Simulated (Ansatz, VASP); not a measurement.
**Os (Os(10-10)) in two plane-wave programs**

Wanted: the spread between two codes on one cell, functional and k mesh. Valence electrons are named where the data sets of a main pair hold unlike numbers.

Main program and level: Ansatz 0.2.0; plane waves, with VASP 6.6.1 beside it; single point at PBEsol.

### Step 1. The starting structure

The cell holds 12 atoms: 12 Os. Its edges and angles: a = 2.729 Å, b = 4.311 Å, c = 27.605 Å, α = 90.0°, β = 90.0°, γ = 90.0°. It derives from Os. As first built, before any earlier steps moved the atoms (in the runner's words): 12 layers of hcp Os, cut at this functional's lattice. Vacuum lies along c.

### Step 2. VASP: single point, PBEsol

With cell and atoms fixed, the geometry can't cause a difference; cores, projectors, grids and the points listed under the comparison can.

Lines of VASP's logs that name or quote its potential files are left out, and so is its time.

The input, INCAR:

```
SYSTEM = Os
PREC = Normal
ENCUT = 320
EDIFF = 1E-06
NELM = 120
ISMEAR = 1
SIGMA = 0.15
LREAL = .FALSE.
ALGO = Fast
GGA = PS
NBANDS = 60
LASPH = .TRUE.
LORBIT = 11
LWAVE = .FALSE.
LCHARG = .TRUE.
KPAR = 4
IDIPOL = 3
LDIPOL = .TRUE.
DIPOL = 0.5 0.5 0.5
LVHAR = .TRUE.
LVACPOTAV = .TRUE.
NEDOS = 1500
```

The input, POSCAR:

```
Os
1.0
    2.7290302526      0.0000000000      0.0000000000
    0.0000000000      4.3111701926      0.0000000000
    0.0000000000      0.0000000000     27.6048508077
Os
12
Direct
    0.0000000000      0.0000000000      0.2760771123
    0.5000000000      0.0000000000      0.3569551777
    0.5000000000      0.5000000000      0.2998445347
    0.0000000000      0.0000000000      0.4432040641
    0.0000000000      0.5000000000      0.3854280561
    0.5000000000      0.0000000000      0.5282855215
    0.5000000000      0.5000000000      0.4717144785
    0.0000000000      0.0000000000      0.6145719439
    0.0000000000      0.5000000000      0.5567959359
    0.5000000000      0.0000000000      0.7001554653
    0.5000000000      0.5000000000      0.6430448223
    0.0000000000      0.5000000000      0.7239228877
```

The input, KPOINTS:

```
Automatic mesh
0
Gamma
11 7 1
0 0 0
```

Potentials, in the order of the species: Os (PBE family, release 64).

Command:

```bash
$ mpirun -np 4 vasp_std
```

Numbers of over 12 decimals in the logs are rounded to 6 here.

Log:

```text
[banner, memory and clock lines left out]
running    4 mpi-ranks, on    1 nodes
 distrk:  each k-point on    1 cores,    4 groups
 distr:  one band on    1 cores,    1 groups

 POSCAR found type information on POSCAR Os
 POSCAR found :  1 types and      12 ions
|                                                                             |
|               ----> ADVICE to this user running VASP <----                  |
|                                                                             |
|     You enforced a specific xc type in the INCAR file but a different       |
|     [... a line on the potential file left out ...]
|     I HOPE YOU KNOW WHAT YOU ARE DOING!                                     |
|                                                                             |

 LDA part: xc-table for (Slater+PW92), standard interpolation
 POSCAR, INCAR and KPOINTS ok, starting setup
 FFT: planning ... GRIDC
 FFT: planning ... GRID_SOFT
 FFT: planning ... GRID
 WAVECAR not read
 entering main loop
       N       E                     dE             d eps       ncg     rms          rms(c)
DAV:   1     0.519424677335E+03    0.51942E+03   -0.32889E+04  2888   0.965E+02
DAV:   2    -0.884314212965E+02   -0.60786E+03   -0.56331E+03  3368   0.378E+02
DAV:   3    -0.146523876332E+03   -0.58092E+02   -0.55052E+02  3760   0.945E+01
DAV:   4    -0.150254075919E+03   -0.37302E+01   -0.36087E+01  4184   0.219E+01
DAV:   5    -0.150409779411E+03   -0.15570E+00   -0.15335E+00  4324   0.378E+00    0.605E+01
RMM:   6    -0.144412770969E+03    0.59970E+01   -0.97591E+00  3085   0.127E+01    0.248E+01
RMM:   7    -0.218465118178E+03   -0.74052E+02   -0.15162E+02  5114   0.297E+01    0.533E+01
RMM:   8    -0.142839655189E+03    0.75625E+02   -0.40506E+01  4306   0.188E+01    0.922E+00
RMM:   9    -0.141314802914E+03    0.15249E+01   -0.11442E+01  4072   0.771E+00    0.371E+00
RMM:  10    -0.141173015229E+03    0.14179E+00   -0.15228E+00  3620   0.398E+00    0.231E+00
RMM:  11    -0.141219766685E+03   -0.46751E-01   -0.52997E-01  4428   0.187E+00    0.185E+00
RMM:  12    -0.141225965918E+03   -0.61992E-02   -0.60242E-02  3944   0.703E-01    0.169E+00
RMM:  13    -0.141223265530E+03    0.27004E-02   -0.32374E-02  3593   0.619E-01    0.129E+00
RMM:  14    -0.141209227754E+03    0.14038E-01   -0.27428E-02  3657   0.533E-01    0.681E-01
[...]
RMM:  25    -0.141198367882E+03   -0.14012E-04   -0.52006E-06  2566   0.544E-03    0.805E-03
RMM:  26    -0.141198375759E+03   -0.78773E-05   -0.13698E-06  2014   0.394E-03    0.598E-03
RMM:  27    -0.141198382317E+03   -0.65582E-05   -0.77067E-07  1948   0.276E-03    0.311E-03
RMM:  28    -0.141198391698E+03   -0.93810E-05   -0.11800E-06  1997   0.293E-03    0.315E-03
RMM:  29    -0.141198394954E+03   -0.32554E-05   -0.25536E-07  1780   0.251E-03    0.197E-03
RMM:  30    -0.141198397259E+03   -0.23051E-05   -0.91511E-08  1138   0.117E-03    0.162E-03
RMM:  31    -0.141198400121E+03   -0.28621E-05   -0.18475E-07  1683   0.181E-03    0.937E-04
RMM:  32    -0.141198400941E+03   -0.82066E-06   -0.58046E-08  1026   0.106E-03
|                                                                             |
|           W    W    AA    RRRRR   N    N  II  N    N   GGGG   !!!           |
|           W    W   A  A   R    R  NN   N  II  NN   N  G    G  !!!           |
|           W    W  A    A  R    R  N N  N  II  N N  N  G       !!!           |
|           W WW W  AAAAAA  RRRRR   N  N N  II  N  N N  G  GGG   !            |
|           WW  WW  A    A  R   R   N   NN  II  N   NN  G    G                |
|           W    W  A    A  R    R  N    N  II  N    N   GGGG   !!!           |
|                                                                             |
|     Did not find any points to average over, which means that no vacuum     |
|     field-free region was found. Please increase the size of  your cell     |
|     in the dimension of the dipole correction to obtain accurate            |
|     workfunction values.                                                    |
|                                                                             |

   1 F= -.14119840E+03 E0= -.14119384E+03  d E =-.136849E-01
```

Parts of OUTCAR (step 2):

```text
ion  position               nearest neighbor table
   1  0.000  0.000  0.276-   2 2.62   2 2.62   3 2.63   3 2.63   3 2.63   3 2.63
   2  0.500  0.000  0.357-   1 2.62   1 2.62   5 2.67   5 2.67   5 2.67   5 2.67   3 2.67   3 2.67
                             4 2.74   4 2.74
   3  0.500  0.500  0.300-   1 2.63   1 2.63   1 2.63   1 2.63   2 2.67   2 2.67   5 2.73   5 2.73

  LATTYP: Found a simple orthorhombic cell.
 ALAT       =     2.7290302526
 B/A-ratio  =     1.5797443757
 C/A-ratio  =    10.1152600934

 Subroutine GETGRP returns: Found  8 space group operations
 (whereof  4 operations were pure point group operations)

The static configuration has the point symmetry C_2v.
 The point group associated with its full space group is D_2h.

 Found     24 irreducible k-points:

   k-points           NKPTS =     24   k-points in BZ     NKDIM =     24   number of bands    NBANDS=     60

   dimension x,y,z NGX =    12 NGY =   20 NGZ =  126
   dimension x,y,z NGXF=    24 NGYF=   40 NGZF=  252

   ENCUT  =  320.0 eV  23.52 Ry    4.85 a.u.   3.98  6.29 40.26*2*pi/ulx,y,z

   NELECT =      96.0000    total number of electrons

 k-points in reciprocal lattice and weights: Automatic mesh
   0.00000000  0.00000000  0.00000000       0.013
   0.09090909  0.00000000  0.00000000       0.026
   0.18181818  0.00000000  0.00000000       0.026
   0.27272727  0.00000000  0.00000000       0.026
   0.36363636  0.00000000  0.00000000       0.026
   0.45454545  0.00000000  0.00000000       0.026
   0.00000000  0.14285714  0.00000000       0.026
   0.09090909  0.14285714  0.00000000       0.052
   0.18181818  0.14285714  0.00000000       0.052
[...]
0.36363636  0.42857143  0.00000000       0.052
   0.45454545  0.42857143  0.00000000       0.052

 dipolmoment           0.000000      0.000000     -0.000000 electrons x Angstroem

 average (electrostatic) potential at core
       1 -49.8122       2 -50.2632       3 -50.0563       4 -50.1238       5 -50.1699
       6 -50.1576       7 -50.1576       8 -50.1699       9 -50.1238      10 -50.0563
      11 -50.2632      12 -49.8122

 E-fermi :   2.3418

 k-point     1 :       0.0000    0.0000    0.0000
  band No.  band energies     occupation
    ...
     48       1.3035      2.00000
     49       1.3177      2.00000
     50       1.5037      2.00000
     51       1.5124      2.00000
     52       2.3366      1.05877
     53       2.3963      0.42791
     54       2.4246      0.20580
     55       2.7946     -0.00017
     56       3.3717     -0.00000
     57       3.5687     -0.00000
    ...

 k-point     2 :       0.0909    0.0000    0.0000
  band No.  band energies     occupation
    ...
     50       1.2984      2.00000
     51       2.1293      2.06229
     52       2.1753      2.06618
     53       2.3496      0.91222
     54       2.3577      0.82172
     55       2.6518     -0.01281
     56       3.2990     -0.00000
     57       3.4128     -0.00000
     58       3.5044     -0.00000
     59       4.2067     -0.00000
    ...

 k-point     3 :       0.1818    0.0000    0.0000
  band No.  band energies     occupation
    ...
     49       1.6126      2.00000
     50       1.7798      2.00000
     51       2.3250      1.18872
     52       2.3307      1.12535
     53       2.3739      0.64690
     54       2.4219      0.22403
     55       2.9466     -0.00000
     56       3.2951     -0.00000
     57       3.3365     -0.00000
     58       4.0661     -0.00000
    ...

  Total       -8.5684272     -5.7443800     -1.1745721      0.0000000      0.0000000      0.0000000
  in kB      -42.2690779    -28.3377147     -5.7943047      0.0000000      0.0000000      0.0000000
  external PRESSURE =     -25.4670324 kB  Pullay stress =       0.0000000 kB

  energy-cutoff  :      320.00
  volume of cell :      324.78
      direct lattice vectors                 reciprocal lattice vectors
     2.729030253  0.000000000  0.000000000     0.366430529  0.000000000  0.000000000
     0.000000000  4.311170193  0.000000000     0.000000000  0.231955584  0.000000000
     0.000000000  0.000000000 27.604850808     0.000000000  0.000000000  0.036225517

 POSITION                                       TOTAL-FORCE (eV/Angst)
 -----------------------------------------------------------------------------------
      0.00000      0.00000      7.62107         0.000000      0.000000     -0.000895
      1.36452      0.00000      9.85369         0.000000      0.000000     -0.006556
      1.36452      2.15559      8.27716         0.000000      0.000000      0.005683
      0.00000      0.00000     12.23458         0.000000      0.000000     -0.001879
      0.00000      2.15559     10.63968         0.000000      0.000000      0.003807
      1.36452      0.00000     14.58324         0.000000      0.000000      0.000840
      1.36452      2.15559     13.02161         0.000000      0.000000     -0.000840
      0.00000      0.00000     16.96517         0.000000      0.000000     -0.003807
      0.00000      2.15559     15.37027         0.000000      0.000000      0.001879
      1.36452      0.00000     19.32769         0.000000      0.000000     -0.005683
      1.36452      2.15559     17.75116         0.000000      0.000000      0.006556
      0.00000      2.15559     19.98378         0.000000      0.000000      0.000895
 -----------------------------------------------------------------------------------
    total drift:                                0.000000     -0.000000     -0.000000

  FREE ENERGIE OF THE ION-ELECTRON SYSTEM (eV)
  ---------------------------------------------------
  free  energy   TOTEN  =      -141.1984009415 eV

  energy  without entropy=     -141.1847160674  energy(sigma->0) =     -141.19383932

 vacuum level on the upper side and lower side of the slab         7.574         7.574

 total charge
# of ion       s       p       d       tot
------------------------------------------
    1        0.674   0.597   6.011   7.282
    2        0.676   0.798   6.095   7.568
    3        0.679   0.702   6.012   7.394
    4        0.664   0.791   6.080   7.534
    5        0.654   0.780   6.081   7.514
    6        0.666   0.795   6.078   7.539
    7        0.666   0.795   6.078   7.539
    8        0.654   0.780   6.081   7.514
    9        0.664   0.791   6.080   7.534
   10        0.679   0.702   6.012   7.394
   11        0.676   0.798   6.095   7.568
   12        0.674   0.597   6.011   7.282
--------------------------------------------------
tot          8.028   8.926  72.712  89.665

[... 3 further parts left out ...]
```

The PAW data sets were made with PBE, which is usual practice but a small mismatch for other functionals.

(Part 1 of 2 ends here.)

[Lines on the potential files, build, host, timing and source positions are cut from VASP's logs without a mark.]

[Logs are printed without paths, hosts, clocks, repeated set-up lines and the standing remarks that a program may print on its own settings, such as how far it seeks lower states.]

[Hosts, paths, dates, database ids (printed as entryN), source tags and the programs' standing remarks are cut or masked in the printed files.]
